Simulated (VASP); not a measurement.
Na3HgS2, 12 atoms in the cell. The typed cell holds 12 atoms: a = 6.989 Å, b = 6.487 Å, c = 7.958 Å, α = 65.67°, β = 115.90°, γ = 90.36°. The cell was built by a generator and needn't be a form met in nature.

* Program: VASP 6.6.1
* Task: single point
* Functional: r2SCAN
* Potentials or basis: VASP PAW PBE potentials, release 64 (Hg, Na_pv, S)
* Cutoff: 520 eV
* k mesh: 3 × 3 × 3
* Occupations: fermi-dirac, width 0.1 eV
* Spin: no spin polarisation
* Dipole correction: no
* Further INCAR settings: ALGO = Normal; EDIFF = 1e-06

Potentials or basis: VASP PAW PBE potentials, release 64 (Hg, Na_pv, S).

Run with:

```sh
$ cat potpaw_PBE.64/Hg/POTCAR potpaw_PBE.64/Na_pv/POTCAR potpaw_PBE.64/S/POTCAR > POTCAR
$ cp INCAR.step1 INCAR
$ mpirun -np 1 vasp_std > vasp.out
$ cp INCAR.step2 INCAR
$ mpirun -np 1 vasp_std > vasp.out
```

Hardware: 1 thread of AMD EPYC 9R45 (Zen 5), with other jobs on the host.

Task: Estimate the wall time of this run.

Result: Wall time 11 min on 1 thread of AMD EPYC 9R45 (Zen 5), on a shared host, peak memory 0.49 GiB. Counts: scf iterations 12, k points 14.
